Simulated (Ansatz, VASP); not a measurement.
**Rh in two plane-wave programs**

One calculation is typed for both programs; each brings its own data sets. How far apart do they land? The structure shown is the end of the Ansatz relaxation below.

Main program and level: Ansatz 0.2.0; plane waves, with VASP 6.6.1 beside it; single point at PBEsol.

## Step 1: Starting point

The structure is tetragonal, space group I4/mmm (No. 139). The conventional cell has a = 2.646 Å, b = 2.646 Å, c = 3.813 Å, α = 90.00°, β = 90.00°, γ = 90.00°. Rh has 12 Rh at 2.65 to 2.67 Å nearest.

## Step 2: Ansatz: relaxation, PBEsol

Ansatz runs on its PAW soft_1 files.

This run makes the geometry at which the two programs are then compared.

input.yaml reads:

```yaml
crystal:
  lattice:
    - [2.64619575, 0.0, 0.0]
    - [0.0, 2.64619575, 0.0]
    - [0.0, 0.0, 3.802766516]
  atoms:
    - { symbol: Rh, position: [0.0, 0.0, 0.0] }
    - { symbol: Rh, position: [0.5, 0.5, 0.5] }
kpoints:
  mp_grid: { grid: [16, 16, 12] }
scf:
  occupations: { method: fermi_dirac, width: 0.05 }
hamiltonian:
  xc: pbesol
  pseudopotentials: { kind: paw, azcp: { folder: soft_1 }, xc_functional: pbe }
basis:
  ecutwfc: 600
output:
  forces: true
  stress: true
  write_density: true
  write_potential: true
  elf: true
  volumetric_format: npy
relax:
  f_tol: 0.005
  max_steps: 70
  cell: { stress_tol: 0.02, p_target: 0, fix: [a, b, alpha, beta, gamma] }
```

Command:

```console
> ansatz run input.yaml --threads 4 --pin off --max-ram 10240MiB --backend cpu --events-out ev --progress --plain --runs-dir out
```

Numbers of over 12 decimals in the logs are rounded to 6 here.

Output:

```text
Engine: ansatz 0.2.0, aarch64-unknown-linux-gnu
Pseudopotentials: kind: paw
Pseudopotential: Rh, paw, valence charge 17, recommended cutoff 420 eV (normal), soft_1/Rh.paw.azcp
Functional definition: PBEsol
  exchange = pbesol_x
  correlation = pbesol_c
Crystal: 2 atoms, lattice volume = 26.628 Å³
Basis set: ecut = 600 eV, 895 PW (Γ), exchange–correlation on 48×48×64 points (8 copies of the dense FFT grid, shifted against one another)
Bands: 21, of which v1, the nominal top of the filled ones, is band 17 counted from 1 (16 counted from 0)
Symmetry: 32 space group operations
Space group: I4/mmm (ITA 139), of the structure as read, at distance tolerance 3.0e-5 Å
k-points: 315 of 3072
Non-local potential: Rh, projectors of the file, l = 0: 3, l = 1: 2, l = 2: 2, l = 3: 1
PAW form: soft (Blöchl's): semilocal exchange-correlation on the pseudo side does not see the compensation charge
PAW frozen core: Rh, regenerated for the run's functional, and the local potential with it (the file was generated under x = pbe(κ = 0.804, μ = 0.219515), c = pbe(β = 0.066725))
PAW one-centre angular grid: Rh, 590 points (default); XC on 64 Gauss nodes
Initial density: superposition of atomic densities (chi_scale 0.1, normalization cell)
Initial wavefunctions: pseudopotential atomic-orbital guess
Functional: x = pbesol(κ = 0.804, μ = 0.123457), c = pbesol(β = 0.046)
SCF iter   1: F=—  HF=-12678.750361 eV  |F-HF|=—  |Δ(HF+E_count)|=         —  Δρ=1.22e-1  dr2=3.65e0  ethr=3.10e-3  ⟨swp⟩=4.5  Hψ=26102  notcnv=0
preconditioner: auto → none  [metal: Δε(μ)=0.004 eV  Ē_g=7.909 eV  σ=0.050 eV  W_gap=0.02  n_scr=6 (ndim 8)  ℏωp=30.5 eV  f_vac=0.000  D(μ)=2.30/eV (n_scr^D=28)  sad-step TF]
SCF iter   2: F=—  HF=-12677.881129 eV  |F-HF|=—  |Δ(HF+E_count)|=   8.69e-1  Δρ=6.34e-2  dr2=9.78e-1  ethr=3.10e-3  ⟨swp⟩=2.5  Hψ=13204  notcnv=0
SCF iter   3: F=—  HF=-12677.585376 eV  |F-HF|=—  |Δ(HF+E_count)|=   2.96e-1  Δρ=4.26e-3  dr2=2.35e-3  ethr=2.88e-3  ⟨swp⟩=2.0  Hψ=10588  notcnv=0
SCF iter   4: F=—  HF=-12677.585834 eV  |F-HF|=—  |Δ(HF+E_count)|=   4.58e-4  Δρ=3.10e-4  dr2=8.89e-6  ethr=6.90e-6  ⟨swp⟩=2.5  Hψ=13591  notcnv=0
SCF iter   5: F=—  HF=-12677.585840 eV  |F-HF|=—  |Δ(HF+E_count)|=   6.25e-6  Δρ=9.51e-5  dr2=1.38e-6  ethr=2.62e-8  ⟨swp⟩=2.4  Hψ=10752  notcnv=0
SCF iter   6: F=-12677.585840 eV  HF=-12677.585840 eV  |F-HF|=2.91e-8  |Δ(HF+E_count)|=   4.26e-7  Δρ=1.95e-5  dr2=3.89e-8  ethr=2.94e-10  ⟨swp⟩=5.8  Hψ=41294  notcnv=0
SCF 1 converged in 6 iterations: F = -12677.585840 eV  dr2 = 3.89e-8
  greatest PAW one-centre occupation: 0.999 electrons in one spin orbital (limit 2), on the Rh atom at site 1 (counted from 0), in its partial waves of l = 0
relax step   1: F+E_penalty+E_count = -12677.58583950 eV  Δ(F+E_penalty+E_count) = +0.000e0 eV  max|allowed force component| = 9.614e-30 eV/Å  Δτ_max = 0.0000 Å  P = +4.369 GPa  Ω = 26.628 Å³  fix = [a, b, alpha, beta, gamma]  reactions: a +5.883, b +5.883 GPa  (6 SCF iters, dr2 threshold 1.00e-7 eV, accepted)
[...]
relax step   2: F+E_penalty+E_count = -12677.58603335 eV  Δ(F+E_penalty+E_count) = -1.938e-4 eV  max|allowed force component| = 8.283e-30 eV/Å  Δτ_max = 0.0000 Å  P = +3.020 GPa  Ω = 26.745 Å³  energy of the carried Pulay correction = -7.682e-6 eV  fix = [a, b, alpha, beta, gamma]  reactions: a +4.919, b +4.919 GPa  (6 SCF iters, dr2 threshold 2.00e-7 eV, accepted)
[...]
relax step   3: F+E_penalty+E_count = -12677.58614204 eV  Δ(F+E_penalty+E_count) = -1.087e-4 eV  max|allowed force component| = 1.484e-29 eV/Å  Δτ_max = 0.0000 Å  P = +3.511 GPa  Ω = 26.702 Å³  energy of the carried Pulay correction = -4.863e-6 eV  fix = [a, b, alpha, beta, gamma]  reactions: a +5.270, b +5.270 GPa  (6 SCF iters, dr2 threshold 2.00e-7 eV, accepted)
[...]
relax step   4: F+E_penalty+E_count = -12677.58614656 eV  Δ(F+E_penalty+E_count) = -4.518e-6 eV  max|allowed force component| = 9.565e-30 eV/Å  Δτ_max = 0.0000 Å  P = +3.510 GPa  Ω = 26.702 Å³  fix = [a, b, alpha, beta, gamma]  reactions: a +5.270, b +5.270 GPa  stress off target by 7.66e-3 GPa on what of the cell is left free  SCF on the basis re-selected at this cell (its energy is not comparable with the rows above)  (8 SCF iters)
basis re-selected at this cell: Δ(F+E_penalty+E_count) = -4.518e-6 eV, ΔP = -0.000 GPa vs the last step (what re-selecting the basis moved, of the pressure what is left beyond the Pulay correction that the steps carried, after the strain that the cell walked since its last selection, with what the two solves' SCF thresholds leave and, on support functions, any second-order correction that the steps lacked; it is no m [...]
SCF converged after 8 iterations
Free energy (F): -12677.586147 eV
Harris-Foulkes:  -12677.586147 eV  (|F-HF|=5.46e-12)
Internal energy: -12677.565610 eV  (E = F + TS)
E sigma→0 (E₀):  -12677.575878 eV
Entropy (-TS):   -0.020536 eV (-10.268 meV/atom)
Fermi energy:    23.118101 eV
--- Per-component energies (eV) ---
  E_band       = -149.208739
  E_kinetic    = 1076.895729
  E_local      = -2871.503713  (includes V_loc(G=0)·N_el)
  E_nonlocal   = 600.017397
  E_hartree    = 1065.914602
  E_xc         = -402.359762
  E_vxc        = -506.792696  (∫ρ·V_xc dr)
  E_paw        = -7080.524292  (= ΣΔE_a)
  E_vpaw       = -579.654083  (= ΣTr[D̂ρ^β])
  E_aug_tail   = -0.000576  (compensation charges beyond the density's cutoff)
  E_ewald      = -5066.557395
  E_core_change = 0.552401  (= ΣΔE_core)
  E_smearing   = -0.020536  (= −TS)
  E_closure    = -0.000000  (closes the sum)
  Σ components = -12677.586147   (vs F -12677.586147, Δ=0.00e0)
--- Forces (eV/Å), atoms counted from 1 ---
  atom   1  Rh     0.00000000    -0.00000000     0.00000000
  atom   2  Rh    -0.00000000     0.00000000     0.00000000
  max |Σ_I F_I| component: 1.87e-29 eV/Å
--- Stress (GPa, compression-positive) ---
        5.269576      -0.000000       0.000000
       -0.000000       5.269576       0.000000
        0.000000       0.000000      -0.007662
  P = ⅓ Tr σ = 3.5105 GPa (35.105 kbar)
--- Band table (eV; the first three rows and the last of 315) ---
  k-point 0: bands = [... 13 lower, 19.9471, 21.9546, 22.2165, 23.7231, 24.1532, 24.1532, 26.0648, 35.3659]
  k-point 1: bands = [... 13 lower, 19.9973, 21.8834, 22.2397, 23.6945, 24.0393, 24.0393, 25.6907, 35.8113]
  k-point 2: bands = [... 13 lower, 20.1468, 21.6816, 22.3080, 23.6112, 23.7226, 23.7226, 24.7582, 36.9420]
  k-point 314: bands = [... 13 lower, 19.1213, 21.8230, 21.8230, 24.2693, 24.2693, 32.8862, 32.8862, 32.8862]
--- Relaxed structure (3 steps of the walk, 3 accepted, 1 SCFs on fresh bases) ---
  F+E_penalty+E_count = -12677.58614656 eV   max|allowed force component| = 9.565e-30 eV/Å   (the final SCF, on the basis selected at the relaxed cell)
  cell:  # Å, volume = 26.7024 Å³
    - [2.64619575, 0, 0.0]
    - [0, 2.64619575, 0.0]
    - [0.0, 0.0, 3.813353]
  atoms:
    - { symbol: Rh, position: [0.0, 0.0, 0.0] }
    - { symbol: Rh, position: [0.5, 0.5, 0.500000] }
```

## Step 3: VASP: single point, PBEsol, pair 1

The same cell, functional, mesh and smearing now go to VASP, with its own data sets.

Lines of VASP's logs that name or quote its potential files are left out, and so is its time.

INCAR reads:

```
SYSTEM = Rh
PREC = Accurate
ENCUT = 500
EDIFF = 1E-06
NELM = 120
ISMEAR = -1
SIGMA = 0.05
LREAL = .FALSE.
ALGO = Normal
GGA = PS
NBANDS = 21
LASPH = .TRUE.
LORBIT = 11
LWAVE = .FALSE.
LCHARG = .FALSE.
ISIF = 2
GGA_COMPAT = .FALSE.
KPAR = 2
```

POSCAR reads:

```
Rh
1.0
    2.6461957500      0.0000000000      0.0000000000
    0.0000000000      2.6461957500      0.0000000000
    0.0000000000      0.0000000000      3.8133529068
Rh
2
Direct
    0.0000000000      0.0000000000      0.0000000000
    0.5000000000      0.5000000000      0.5000000000
```

KPOINTS reads:

```
Automatic mesh
0
Gamma
16 16 12
0 0 0
```

Potentials, in the order of the species: Rh_pv (PBE family, release 64).

Command:

```console
> mpirun -np 2 vasp_std
```

Output:

```text
[banner, memory and clock lines left out]
running    2 mpi-ranks, on    1 nodes
 distrk:  each k-point on    1 cores,    2 groups
 distr:  one band on    1 cores,    1 groups

 POSCAR found type information on POSCAR Rh
 POSCAR found :  1 types and       2 ions
|                                                                             |
|               ----> ADVICE to this user running VASP <----                  |
|                                                                             |
|     You enforced a specific xc type in the INCAR file but a different       |
|     [... a line on the potential file left out ...]
|     I HOPE YOU KNOW WHAT YOU ARE DOING!                                     |
|                                                                             |

 LDA part: xc-table for (Slater+PW92), standard interpolation
 POSCAR, INCAR and KPOINTS ok, starting setup
 FFT: planning ... GRIDC
 FFT: planning ... GRID_SOFT
 FFT: planning ... GRID
 WAVECAR not read
 entering main loop
       N       E                     dE             d eps       ncg     rms          rms(c)
DAV:   1     0.319103697585E+03    0.31910E+03   -0.18130E+04 13270   0.160E+03
DAV:   2    -0.102343477439E+02   -0.32934E+03   -0.31851E+03 13688   0.483E+02
DAV:   3    -0.174773773296E+02   -0.72430E+01   -0.71898E+01 15070   0.805E+01
DAV:   4    -0.175301149220E+02   -0.52738E-01   -0.52731E-01 14768   0.698E+00
DAV:   5    -0.175310230731E+02   -0.90815E-03   -0.90814E-03 15225   0.924E-01    0.168E+01
DAV:   6    -0.163349197650E+02    0.11961E+01   -0.29407E+00 14515   0.183E+01    0.535E+00
DAV:   7    -0.162868993518E+02    0.48020E-01   -0.81809E-02 15130   0.256E+00    0.230E+00
DAV:   8    -0.162785405918E+02    0.83588E-02   -0.12527E-02 13900   0.136E+00    0.538E-01
DAV:   9    -0.162776581774E+02    0.88241E-03   -0.68229E-04 14965   0.329E-01    0.386E-02
DAV:  10    -0.162776689624E+02   -0.10785E-04   -0.73810E-06 15415   0.267E-02    0.917E-03
DAV:  11    -0.162776690659E+02   -0.10355E-06   -0.15277E-06  9975   0.134E-02
   1 F= -.16277669E+02 E0= -.16267392E+02  d E =-.205551E-01
```

Parts of OUTCAR (step 3):

```text
ion  position               nearest neighbor table
   1  0.000  0.000  0.000-   2 2.67   2 2.67   2 2.67   2 2.67   2 2.67   2 2.67   2 2.67   2 2.67

  LATTYP: Found a simple tetragonal cell.
 ALAT       =     2.6461957500
 C/A-ratio  =     1.4410698478

 Subroutine GETGRP returns: Found 16 space group operations
 (whereof 16 operations were pure point group operations)

The static configuration has the point symmetry D_4h.

 Found    315 irreducible k-points:

   k-points           NKPTS =    315   k-points in BZ     NKDIM =    315   number of bands    NBANDS=     21

   dimension x,y,z NGX =    20 NGY =   20 NGZ =   28
   dimension x,y,z NGXF=    40 NGYF=   40 NGZF=   56

   ENCUT  =  500.0 eV  36.75 Ry    6.06 a.u.   4.82  4.82  6.95*2*pi/ulx,y,z

   NELECT =      30.0000    total number of electrons

 k-points in reciprocal lattice and weights: Automatic mesh
   0.00000000  0.00000000  0.00000000       0.000
   0.06250000  0.00000000  0.00000000       0.001
   0.12500000  0.00000000  0.00000000       0.001
   0.18750000  0.00000000  0.00000000       0.001
   0.25000000  0.00000000  0.00000000       0.001
   0.31250000  0.00000000  0.00000000       0.001
   0.37500000  0.00000000  0.00000000       0.001
   0.43750000  0.00000000  0.00000000       0.001
   0.50000000  0.00000000  0.00000000       0.001
[...]
0.50000000  0.43750000  0.50000000       0.001
   0.50000000  0.50000000  0.50000000       0.000

 average (electrostatic) potential at core
       1 -70.2669       2 -70.2669

 E-fermi :  12.2998

 k-point     1 :       0.0000    0.0000    0.0000
  band No.  band energies     occupation
    ...
     10       8.9206      2.00000
     11       9.1347      2.00000
     12       9.1347      2.00000
     13      11.1411      2.00000
     14      11.4027      2.00000
     15      12.9059      0.00001
     16      13.3344      0.00000
     17      13.3344      0.00000
     18      15.2477      0.00000
     19      24.5537      0.00000
    ...

 k-point     2 :       0.0625    0.0000    0.0000
  band No.  band energies     occupation
    ...
     10       8.9786      2.00000
     11       9.0730      2.00000
     12       9.1730      2.00000
     13      11.1475      2.00000
     14      11.3465      2.00000
     15      12.7469      0.00026
     16      12.7938      0.00010
     17      13.2936      0.00000
     18      15.9343      0.00000
     19      24.4678      0.00000
    ...

 k-point     3 :       0.1250    0.0000    0.0000
  band No.  band energies     occupation
    ...
     11       9.1351      2.00000
     12       9.2867      2.00000
     13      11.1845      2.00000
     14      11.1907      2.00000
     15      11.7788      1.99994
     16      12.4883      0.04503
     17      13.1725      0.00000
     18      17.1997      0.00000
     19      23.9490      0.00000
     20      24.7817      0.00000
    ...

  Total        0.8754851      0.8754851     -0.0030725      0.0000000     -0.0000000      0.0000000
  in kB       52.5301221     52.5301221     -0.1843509      0.0000000     -0.0000000      0.0000000
  external PRESSURE =      34.9586311 kB  Pullay stress =       0.0000000 kB

  energy-cutoff  :      500.00
  volume of cell :       26.70
      direct lattice vectors                 reciprocal lattice vectors
     2.646195750  0.000000000  0.000000000     0.377900992  0.000000000  0.000000000
     0.000000000  2.646195750  0.000000000     0.000000000  0.377900992  0.000000000
     0.000000000  0.000000000  3.813352907     0.000000000  0.000000000  0.262236416

 POSITION                                       TOTAL-FORCE (eV/Angst)
 -----------------------------------------------------------------------------------
      0.00000      0.00000      0.00000        -0.000000     -0.000000     -0.000000
      1.32310      1.32310      1.90668         0.000000      0.000000      0.000000
 -----------------------------------------------------------------------------------
    total drift:                               -0.000000      0.000000      0.000000

  FREE ENERGIE OF THE ION-ELECTRON SYSTEM (eV)
  ---------------------------------------------------
  free  energy   TOTEN  =       -16.2776690659 eV

  energy  without entropy=      -16.2571139581  energy(sigma->0) =      -16.26739151

 total charge
# of ion       s       p       d       tot
------------------------------------------
    1        0.421   6.325   7.084  13.830
    2        0.421   6.325   7.084  13.830
--------------------------------------------------
tot          0.843  12.649  14.168  27.660

[... 3 further parts left out ...]
```

The run ends at a pressure of 3.50 GPa.

## Step 4: Differences

Known differences besides the potentials themselves: the data sets hold 34 valence electrons in Ansatz (on its PAW soft_1 files) and 30 in VASP; the cutoff is 600 eV in Ansatz and 500 eV in VASP; Ansatz makes its cores anew for this functional, VASP keeps those of its PBE data sets; Ansatz's pressure holds a Pulay correction, VASP's none. Total energies have different zeros and are not compared.

Compared:

```csv
quantity,Ansatz,VASP,difference
pressure (GPa),3.51,3.50,+0.01
```

## Step 5: Ansatz: relaxation, PBEsol

This run makes the geometry at which the two programs are then compared. The cell compared in this pair holds 27.30 Å³, against 26.70 Å³ for the pair before.

The structure compared here is the end of the Ansatz relaxation.

input.yaml: that of step 2 with these lines changed.

```diff
@@ -2,5 +2,5 @@
   lattice:
-    - [2.64619575, 0.0, 0.0]
-    - [0.0, 2.64619575, 0.0]
-    - [0.0, 0.0, 3.802766516]
+    - [2.69965425, 0.0, 0.0]
+    - [0.0, 2.69965425, 0.0]
+    - [0.0, 0.0, 3.757405484]
   atoms:
```

Command:

```console
> ansatz run input.yaml --threads 4 --pin off --max-ram 10240MiB --backend cpu --events-out ev --progress --plain --runs-dir out
```

Output:

```text
[...]
Crystal: 2 atoms, lattice volume = 27.384 Å³
Basis set: ecut = 600 eV, 919 PW (Γ), exchange–correlation on 48×48×64 points (8 copies of the dense FFT grid, shifted against one another)
Bands: 21, of which v1, the nominal top of the filled ones, is band 17 counted from 1 (16 counted from 0)
Symmetry: 32 space group operations
[...]
k-points: 315 of 3072
[...]
k-point 314: bands = [... 13 lower, 18.5876, 21.2779, 21.2779, 23.3818, 23.3818, 32.0889, 32.0889, 32.0889]
--- Relaxed structure (3 steps of the walk, 3 accepted, 1 SCFs on fresh bases) ---
[...]
cell:  # Å, volume = 27.3045 Å³
    - [2.69965425, 0, 0.0]
    - [0, 2.69965425, 0.0]
    - [0.0, 0.0, 3.746430]
  atoms:
    - { symbol: Rh, position: [0.0, 0.0, 0.0] }
    - { symbol: Rh, position: [0.5, 0.5, 0.5] }
[key lines of the parts left out:]
SCF converged after 8 iterations
Free energy (F): -12677.587147 eV
Fermi energy:    22.466519 eV
P = ⅓ Tr σ = -3.0939 GPa (-30.939 kbar)
```

## Step 6: VASP: single point, PBEsol, pair 2

The same cell, functional, mesh and smearing now go to VASP, with its own data sets.

INCAR is that of step 3.

POSCAR reads:

```
Rh
1.0
    2.6996542500      0.0000000000      0.0000000000
    0.0000000000      2.6996542500      0.0000000000
    0.0000000000      0.0000000000      3.7464301392
Rh
2
Direct
    0.0000000000      0.0000000000      0.0000000000
    0.5000000000      0.5000000000      0.5000000000
```

KPOINTS is that of step 3.

Command:

```console
> mpirun -np 2 vasp_std
```

Output:

```text
[banner, memory and clock lines left out]
running    2 mpi-ranks, on    1 nodes
[...]
[... a notice as in an earlier step ...]

 LDA part: xc-table for (Slater+PW92), standard interpolation
 POSCAR, INCAR and KPOINTS ok, starting setup
[...]
entering main loop
       N       E                     dE             d eps       ncg     rms          rms(c)
DAV:   1     0.318441468524E+03    0.31844E+03   -0.18134E+04 13278   0.159E+03
DAV:   2    -0.102910977951E+02   -0.32873E+03   -0.31790E+03 13743   0.482E+02
DAV:   3    -0.174926900399E+02   -0.72016E+01   -0.71496E+01 15045   0.802E+01
DAV:   4    -0.175445714007E+02   -0.51881E-01   -0.51873E-01 14778   0.691E+00
[...]
DAV:   9    -0.162788433518E+02    0.77709E-03   -0.60904E-04 14975   0.309E-01    0.357E-02
DAV:  10    -0.162788539335E+02   -0.10582E-04   -0.69256E-06 15269   0.259E-02    0.744E-03
DAV:  11    -0.162788539656E+02   -0.32011E-07   -0.12082E-06  9362   0.117E-02
   1 F= -.16278854E+02 E0= -.16268230E+02  d E =-.212481E-01
```

(Part 1 of 2 ends here.)

[Lines on the potential files, build, host, timing and source positions are cut from VASP's logs without a mark.]

[Logs are printed without paths, hosts, clocks, repeated set-up lines and the standing remarks that a program may print on its own settings, such as how far it seeks lower states.]

[Hosts, paths, dates, database ids (printed as entryN), source tags and the programs' standing remarks are cut or masked in the printed files.]
